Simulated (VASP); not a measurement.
Method: LDA (Ceperley-Alder, Perdew-Zunger), VASP's LDA PAW potentials (set 64) (plane waves; VASP).

VASP input:

**INCAR**
```
! general
SYSTEM =Nb
PREC   =Accurate
ENCUT  =520
LREAL  =.FALSE.
LASPH  =.TRUE.

! electronic loop
EDIFF  =1E-7
NELM   =100
ALGO   =Normal
LMAXMIX=4

! smearing
ISMEAR =1
SIGMA  =0.1

! ions
ISIF   =2

! output
LWAVE  =.FALSE.
LCHARG =.FALSE.
```

POSCAR:
```
Nb
1
   -1.6549232636     1.6549232636     1.6549232636
    1.6549232636    -1.6549232636     1.6549232636
    1.6549232636     1.6549232636    -1.6549232636
Nb
1
Direct
  0.0000000000   0.0000000000   0.0000000000
```

File KPOINTS:
```
Automatic mesh
0
Gamma
16 16 16
0 0 0
```

POTCAR, in this order: Nb_sv (LDA.64 set). Program: vasp_std.

Output

**OUTCAR**
```
 ion  position               nearest neighbor table
   1  0.000  0.000  0.000-
  LATTYP: Found a body centered cubic cell.
 ALAT       =     3.3098465272
 Subroutine PRICEL returns:
 Original cell was already a primitive cell.
 Subroutine GETGRP returns: Found 48 space group operations
The static configuration has the point symmetry O_h .
The dynamic configuration has the point symmetry O_h .
 Subroutine INISYM returns: Found 48 space group operations
 Subroutine IBZKPT returns following result:
 Found    145 irreducible k-points:

 Following reciprocal coordinates:
            Coordinates               Weight
  0.000000  0.000000  0.000000      1.000000
  0.062500  0.000000  0.000000     12.000000
  0.125000  0.000000  0.000000     12.000000
  0.187500  0.000000  0.000000     12.000000
  0.250000  0.000000  0.000000     12.000000
  0.312500  0.000000  0.000000     12.000000
  0.375000  0.000000  0.000000     12.000000
  0.437500  0.000000  0.000000     12.000000
  0.500000  0.000000  0.000000      6.000000
  0.062500  0.062500  0.000000     24.000000
  0.125000  0.062500  0.000000     48.000000
  0.187500  0.062500  0.000000     48.000000
  0.250000  0.062500  0.000000     48.000000
  0.312500  0.062500 -0.000000     48.000000
  0.375000  0.062500  0.000000     48.000000
  0.437500  0.062500  0.000000     48.000000
  0.125000  0.125000  0.000000     24.000000
  0.187500  0.125000  0.000000     48.000000
  0.250000  0.125000  0.000000     48.000000
  0.312500  0.125000  0.000000     48.000000
  0.375000  0.125000  0.000000     48.000000
  0.437500  0.125000  0.000000     24.000000
  0.187500  0.187500  0.000000     24.000000
  0.250000  0.187500  0.000000     48.000000
  0.312500  0.187500  0.000000     48.000000
...
```

**OSZICAR**
```
       N       E                     dE             d eps       ncg     rms          rms(c)
DAV:   1     0.122488957646E+03    0.12249E+03   -0.74830E+03  2908   0.131E+03
DAV:   2    -0.537725311051E+01   -0.12787E+03   -0.12448E+03  3224   0.477E+02
DAV:   3    -0.114237970211E+02   -0.60465E+01   -0.57548E+01  4516   0.879E+01
DAV:   4    -0.116865562870E+02   -0.26276E+00   -0.25946E+00  4300   0.163E+01
DAV:   5    -0.116968707774E+02   -0.10314E-01   -0.10303E-01  4544   0.274E+00    0.701E+00
DAV:   6    -0.112754660309E+02    0.42140E+00   -0.81558E-01  4526   0.123E+01    0.243E+00
DAV:   7    -0.112230861798E+02    0.52380E-01   -0.22198E-01  4580   0.616E+00    0.872E-01
DAV:   8    -0.112254554467E+02   -0.23693E-02   -0.11215E-02  3418   0.155E+00    0.429E-02
DAV:   9    -0.112255061253E+02   -0.50679E-04   -0.89675E-04  5264   0.364E-01    0.294E-02
DAV:  10    -0.112255139724E+02   -0.78470E-05   -0.12613E-05  3720   0.482E-02    0.169E-02
DAV:  11    -0.112255125852E+02    0.13872E-05   -0.81245E-06  3750   0.570E-02    0.355E-03
DAV:  12    -0.112255125485E+02    0.36720E-07   -0.36362E-07  3970   0.817E-03
   1 F= -.11225513E+02 E0= -.11225321E+02  d E =-.575433E-03
```

**OUTCAR**
```
------------------------ aborting loop because EDIFF is reached ----------------------------------------
  FORCE on cell =-STRESS in cart. coord.  units (eV):
  Direction    XX          YY          ZZ          XY          YZ          ZX
  --------------------------------------------------------------------------------------
  Total       -1.1587150     -1.1587150     -1.1587150      0.0000000      0.0000000     -0.0000000
  in kB     -102.3985140   -102.3985140   -102.3985140      0.0000000      0.0000000     -0.0000000
  external PRESSURE =    -102.3985140 kB  Pullay stress =       0.0000000 kB
  volume of cell :       18.13
      direct lattice vectors                 reciprocal lattice vectors
    -1.654923264  1.654923264  1.654923264     0.000000000  0.302128812  0.302128812
     1.654923264 -1.654923264  1.654923264     0.302128812  0.000000000  0.302128812
     1.654923264  1.654923264 -1.654923264     0.302128812  0.302128812  0.000000000
 POSITION                                       TOTAL-FORCE (eV/Angst)
 -----------------------------------------------------------------------------------
      0.00000      0.00000      0.00000         0.000000      0.000000      0.000000
 -----------------------------------------------------------------------------------
    total drift:                               -0.000000      0.000000      0.000000
  FREE ENERGIE OF THE ION-ELECTRON SYSTEM (eV)
  ---------------------------------------------------
  free  energy   TOTEN  =       -11.2255125485 eV

  energy  without entropy=      -11.2249371154  energy(sigma->0) =      -11.22532074
```
(Selected blocks of OUTCAR.)

The compound is Nb in the bcc structure. This cell is one point of a volume scan, at 1.06 of the reference volume.
